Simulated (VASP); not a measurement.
Energy against volume of MnF$_{2}$ (rutile). Calculation: AM05 GGA, VASP's PBE PAW potentials (set 64) (plane waves; VASP). Settings: 520 eV cut-off, 5×5×7 Γ-centred mesh, Gaussian smearing of 0.050 eV, potentials Mn_pv F.

Shape and ions are relaxed at each volume.

```
V (Å³/atom)  E (eV/atom)
-----------  -----------
12.615          -6.60844
13.005          -6.61336
13.395          -6.61166
13.785          -6.60451
```

Problem. Fit these four points and predict the energy of the run at 12.225 Å³/atom.

Solution. A cubic in V^(−2/3), the third-order Birch-Murnaghan form, passes through the four points with V0 = 13.09 Å³/atom and B0 = 87 GPa, and gives -6.5955 eV/atom there. The run gave -6.5956 eV/atom, -0.1 meV/atom from the fit; all five points give B0 = 87 GPa.

The compound is MnF2 in the rutile structure. It was relaxed first.
